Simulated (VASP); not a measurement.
## Ir: transverse stress against strain

Ir (fcc, Fm-3m, 13.924 Å³/atom and stress up to 0.14 GPa in the relaxed cell, cube axes along x, y and z) under an equal strain ε along x and y, with z held. LDA in VASP (plane waves, PAW), 480 eV, 20×20×20 Γ-centred mesh, Methfessel-Paxton smearing 0.10 eV. Stress is positive for a compressed cell.

Here s stands for strain and y for stress zz.

| strain (%) | stress zz (GPa) |
|---|---|
| -3.00 | ? |
| -1.50 | 8.69 |
| -1.00 | 5.57 |
| -0.50 | 2.63 |
| 0.00 | -0.14 |
| 0.50 | -2.76 |
| 1.00 | -5.23 |
| 1.50 | -7.59 |

**Question.** Fit y against s with a straight line, and predict the withheld value at s = -3.00.

**Answer.** Means: s 0, y 0.167. About the means, the sum of products is -37.915 and the sum of squares of s is 7.0000; the slope is their ratio. Least squares gives y = 0.167 - 5.4164·s. Residuals (row less fit): 0.398, -0.013, -0.245, -0.307, -0.219, 0.019, 0.368; standard error 0.315 (degrees of freedom: 5). The slope gives the elastic constant 2C12 = about 540 GPa. At the withheld row, y = 0.167 - 5.4164 × (-3.0) = 16.416 GPa. The calculation gives 19.09 GPa, 2.674 GPa above the prediction (10.0 % of the range of y in the table). The row lies outside the fitted rows, so this is an extrapolation. From the scatter of the fitted rows alone, a prediction at this place has a standard error of 0.491 GPa, so the miss is 5.4 times that.

A polynomial of degree 2 through the 12 other runs of the series gives 18.90 there, so most of the miss is curvature that the fit leaves out. In a metal these values are sensitive to mesh and smearing; energies are taken to zero smearing, stresses follow the free energy. The runs aren't spin-polarised. Spin-orbit coupling is left out, which can shift these values for the heavy elements here. Rows are the converged runs of the series near zero and its far end; series whose fitted rows scatter by over a few per cent of the range, as at a crossing or softening among them, aren't shown in this form, nor equations of state whose B0' disagrees with the runs' pressures. Most that stay on the fit to the last digits aren't either.
